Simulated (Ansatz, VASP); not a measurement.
Two plane-wave programs on PPt

The input INCAR:

```
PREC     = Accurate       # precision mode
ENCUT    = 520            # plane-wave cutoff, eV
EDIFF    = 1E-6           # SCF threshold, eV
ISMEAR   = 0              # smearing method
SIGMA    = 0.05           # smearing width, eV
LREAL    = False          # projectors in reciprocal space
LASPH    = True           # aspherical terms in the spheres
NELM     = 80             # most SCF steps
ALGO     = Normal         # electronic algorithm
ISIF     = 2              # what is computed and relaxed
LWAVE    = False          # write WAVECAR
LCHARG   = False          # write CHGCAR
GGA      = PS             # functional
NBANDS   = 14             # bands
```

File KPOINTS:

```
regular mesh
0
Gamma
  12 12 12
```

The input POSCAR:

```
PPt
1.0
    0.0000000000      2.4813580746      2.4813580746
    2.4813580746      0.0000000000      2.4813580746
    2.4813580746      2.4813580746      0.0000000000
Pt P
1 1
Direct
    0.5000000000      0.5000000000      0.5000000000
    0.0000000000      0.0000000000      0.0000000000
```

Input for Ansatz:

```yaml
crystal:
  lattice:
    - [0.0, 2.4813580746, 2.4813580746]
    - [2.4813580746, 0.0, 2.4813580746]
    - [2.4813580746, 2.4813580746, 0.0]
  atoms:
    - { symbol: Pt, position: [0.5, 0.5, 0.5] }
    - { symbol: P, position: [0.0, 0.0, 0.0] }
basis:
  ecutwfc: 420
  ecutrho_ratio: 4
kpoints:
  mp_grid: { grid: [12, 12, 12] }
hamiltonian:
  xc: pbesol
scf:
  occupations: { method: gaussian, width: 0.05 }
output:
  forces: true
  stress: true
  eigenvalues: true
```

Alike in both runs: task single point; functional PBEsol; k mesh 12 × 12 × 12; occupations gaussian, width 0.05 eV; no spin polarisation.

|  | VASP | Ansatz |
| --- | --- | --- |
| version | VASP 6.6.1 | Ansatz 0.2.0 |
| potentials or method | VASP PAW PBE potentials, release 64 (Pt, P) | scalar-relativistic, plane waves, PAW |
| plane-wave cutoff (eV) | 520 | 420 |
| valence electrons in the cell | 15 | 23 |

|  | VASP | Ansatz | Ansatz less VASP |
| --- | --- | --- | --- |
| gap on the k mesh at the Fermi level (eV) | none | none | - |
| pressure (GPa) | -0.1 | -0.1 | +0.02 |

A gap of «none» marks a metal or a gap that the smearing closes. With one functional, cell and mesh, what is left measures potentials, basis and numerics. The two sets of potentials don't hold the same shells in valence.

Caveats: the PAW data sets were made with another functional, which shifts forces and pressure a little (VASP). The runs have no spin-orbit coupling, so splittings on Pt are missing.
